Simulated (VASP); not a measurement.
Level of theory: LDA (Ceperley-Alder, Perdew-Zunger), VASP's LDA PAW potentials (set 64) (plane waves; VASP 6.6.1).

VASP input:

**INCAR**
```
SYSTEM  =  TaN
PREC  =  Accurate; ENCUT  =  520; LREAL  =  .False.
LASPH  =  .True.
EDIFF  =  1E-8; NELM  =  100; ALGO  =  Normal
LMAXMIX  =  6
ISMEAR  =  1; SIGMA  =  0.1
IBRION  =  1; NSW  =  30; ISIF  =  2
EDIFFG  =  -0.001
LWAVE  =  .False.; LCHARG  =  .False.
```

File KPOINTS:
```
Automatic mesh
0
Gamma
13 13 12
0 0 0
```

### POSCAR
```
TaN
1
    2.9122251420     0.0000000000     0.0000000000
   -1.4561125710     2.5220612211     0.0000000000
    0.0000000000     0.0000000000     2.8559636448
Ta N
1 1
Direct
  0.0000000000   0.0000000000   0.5000000000
  0.6666670000   0.3333330000   0.0000000000
```

POTCAR, in this order: Ta_pv N (LDA.64 set). Program: vasp_std.

Unless said otherwise, spin-orbit coupling is left out, though it shifts the bands of the heavy elements here.

### Question
Estimate the energy per atom (σ→0), band gap (on the k-mesh).

### Answer

The energy per atom (σ→0) comes out as -12.359 eV/atom. The band gap (on the k-mesh) comes out as none (metal, semimetal or under 0.01 eV).

### OSZICAR
```
...
DAV:   7    -0.247567358176E+02    0.11914E+00   -0.46370E-01  3916   0.614E+00    0.708E+00
DAV:   8    -0.247216176085E+02    0.35118E-01   -0.12134E-01  3972   0.345E+00    0.901E-01
DAV:   9    -0.247183426134E+02    0.32750E-02   -0.12084E-02  3984   0.936E-01    0.229E-01
DAV:  10    -0.247181661877E+02    0.17643E-03   -0.70550E-04  4160   0.335E-01    0.502E-02
DAV:  11    -0.247181479474E+02    0.18240E-04   -0.61756E-05  3964   0.824E-02    0.144E-02
DAV:  12    -0.247181482315E+02   -0.28413E-06   -0.26784E-06  4064   0.172E-02    0.234E-03
DAV:  13    -0.247181482225E+02    0.89892E-08   -0.80909E-08  4232   0.278E-03
   1 F= -.24718148E+02 E0= -.24718188E+02  d E =-.247181E+02
```

The structure comes from a computed database's TaN entry (P-6m2); how it stands against other phases isn't given here. It was relaxed first. The start is the result of an earlier pass.
